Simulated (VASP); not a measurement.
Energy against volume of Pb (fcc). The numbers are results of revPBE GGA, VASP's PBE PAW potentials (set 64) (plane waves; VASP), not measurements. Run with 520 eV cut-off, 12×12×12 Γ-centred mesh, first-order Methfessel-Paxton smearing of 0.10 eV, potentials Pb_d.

```tsv
V (Å³/atom)	E (eV/atom)
30.687	-3.21051
31.667	-3.22625
32.646	-3.23333
33.625	-3.23328
```

**Question.** Fit these four points and predict the energy of the run at 34.605 Å³/atom.

**Answer.** A cubic in V^(−2/3), the third-order Birch-Murnaghan form, passes through the four points with V0 = 33.12 Å³/atom and B0 = 36 GPa, and gives -3.2273 eV/atom there. The run gave -3.2274 eV/atom, -0.1 meV/atom from the fit; all five points give B0 = 36 GPa.

The compound is Pb in the fcc structure. It was relaxed first, which changed the volume by +9 %.
